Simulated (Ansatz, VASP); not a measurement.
**MgZn4Te: VASP beside Ansatz**

```
Mg Zn Te
1.0
    -2.72173    2.72173    4.99408
     2.72173   -2.72173    4.99408
     2.72173    2.72173   -4.99408
Mg Zn Te
1 4 1
Cartesian
  0.0000 0.0000 0.0000
  0.0000 2.7217 1.2792
  2.7217 0.0000 1.2792
  2.7217 0.0000 3.7149
  0.0000 2.7217 3.7149
  0.0000 0.0000 4.9941
```

Alike in both runs: functional PBE; k mesh 4 × 4 × 4; occupations gaussian, width 0.1 eV; no spin polarisation.

Ansatz relaxed the structure, and its values are those at the end. VASP's run is a single point on that final structure, the one shown.

|  | VASP | Ansatz |
| --- | --- | --- |
| version | VASP 6.6.1 | Ansatz 0.2.0 |
| potentials or method | VASP PAW PBE potentials, release 64 (Mg, Zn, Te) | scalar-relativistic, plane waves, PAW |
| plane-wave cutoff (eV) | 520 | 420 |
| valence electrons in the cell | 56 | 74 |

Ansatz gave:

- gap on the k mesh at the Fermi level (eV): none
- pressure (GPa): -0.1
- rms of the force components (eV/Å): 0.017

Which values does VASP return?

gap on the k mesh at the Fermi level (eV): none; pressure (GPa): 0.0; rms of the force components (eV/Å): 0.015.

A gap of «none» marks a metal or a gap that the smearing closes. The two sets of potentials don't hold the same shells in valence.

Caveats: the k mesh is coarse (spacing up to 0.41 Å⁻¹), so the values aren't converged. Spin-orbit coupling is left out, which matters for the levels of Te.
